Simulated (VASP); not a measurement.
Output of a VASP run:

File OSZICAR:
```
       N       E                     dE             d eps       ncg     rms          rms(c)
DAV:   1     0.877457258705E+02    0.87746E+02   -0.92187E+03   910   0.171E+03
DAV:   2    -0.247544182476E+01   -0.90221E+02   -0.85518E+02   985   0.289E+02
DAV:   3    -0.850389066564E+01   -0.60284E+01   -0.59987E+01  1095   0.762E+01
DAV:   4    -0.858317412347E+01   -0.79283E-01   -0.79246E-01  1040   0.910E+00
DAV:   5    -0.858435682776E+01   -0.11827E-02   -0.11827E-02  1105   0.113E+00    0.951E+00
DAV:   6    -0.815018179834E+01    0.43418E+00   -0.10509E+00  1264   0.419E+01    0.706E+00
DAV:   7    -0.811931892950E+01    0.30863E-01   -0.42942E-01   955   0.737E+00    0.321E+00
DAV:   8    -0.811268770445E+01    0.66312E-02   -0.76754E-03  1157   0.156E+00    0.848E-01
DAV:   9    -0.811184851672E+01    0.83919E-03   -0.17867E-03   995   0.433E-01    0.111E-01
DAV:  10    -0.811185945871E+01   -0.10942E-04   -0.10431E-04  1075   0.145E-01    0.689E-02
DAV:  11    -0.811186203816E+01   -0.25794E-05   -0.11897E-05  1046   0.119E-01    0.104E-02
DAV:  12    -0.811186150690E+01    0.53126E-06   -0.39027E-06  1005   0.655E-02
   1 F= -.59942503E+01 E0= -.59942503E+01  d E =-.599425E+01
```

### OUTCAR
```
------------------------ aborting loop because EDIFF is reached ----------------------------------------
  FORCE on cell =-STRESS in cart. coord.  units (eV):
  Direction    XX          YY          ZZ          XY          YZ          ZX
  --------------------------------------------------------------------------------------
  Total        2.1073959      2.1073959      2.1073959      0.0000000      0.0000000      0.0000000
  in kB       99.5176008     99.5176008     99.5176008      0.0000000      0.0000000      0.0000000
  external PRESSURE =      -0.4823992 kB  Pullay stress =     100.0000000 kB
  volume of cell :       33.93
      direct lattice vectors                 reciprocal lattice vectors
     0.000000000  2.569462420  2.569462420    -0.194593233  0.194593233  0.194593233
     2.569462420  0.000000000  2.569462420     0.194593233 -0.194593233  0.194593233
     2.569462420  2.569462420  0.000000000     0.194593233  0.194593233 -0.194593233
  FREE ENERGIE OF THE ION-ELECTRON SYSTEM (eV)
  ---------------------------------------------------
  free  energy   TOTEN  =        -8.1118615069 eV

  energy  without entropy=       -8.1118615069  energy(sigma->0) =       -8.11186151
  enthalpy is  TOTEN    =        -5.9942503127 eV   P V=        2.1176111942

 reached required accuracy - stopping structural energy minimisation
```
(Selected blocks of OUTCAR.)

### POSCAR
```
ZnS
1
   -0.0000000000     2.5694624202     2.5694624202
    2.5694624202     0.0000000000     2.5694624202
    2.5694624202     2.5694624202     0.0000000000
Zn S
1 1
Direct
  0.0000000000   0.0000000000   0.0000000000
  0.2500000000   0.2500000000   0.2500000000
```

Q: Reconstruct the remaining input files.

A: One answer among several that fit: the input of the run itself, LDA (Ceperley-Alder, Perdew-Zunger), plane waves, VASP's LDA PAW potentials (set 64).

INCAR:
```
NELM  =  100   ! most electronic steps
SIGMA  =  0.05   ! width (eV)
LCHARG  =  F
EDIFF  =  1E-6   ! SCF stop (eV)
NSW  =  40   ! most ionic steps
IBRION  =  2   ! conjugate gradients
PREC  =  Accurate
LASPH  =  T
LMAXMIX  =  4   ! l cut-off of mixed one-centre charges
ALGO  =  Normal   ! blocked Davidson
LWAVE  =  F
PSTRESS  =  100
LREAL  =  F   ! projection in real space or not
ENCUT  =  500   ! plane-wave cut-off (eV)
SYSTEM  =  ZnS
ISMEAR  =  0   ! Gaussian
ISIF  =  3
EDIFFG  =  -0.02   ! ionic stop
```

### KPOINTS
```
Automatic mesh
0
Gamma
9 9 9
0 0 0
```

POTCAR, in this order: Zn S (LDA.64 set). Program: vasp_std.

The compound is ZnS in the zinc blende structure. It was relaxed first under an external pressure of 10 GPa.
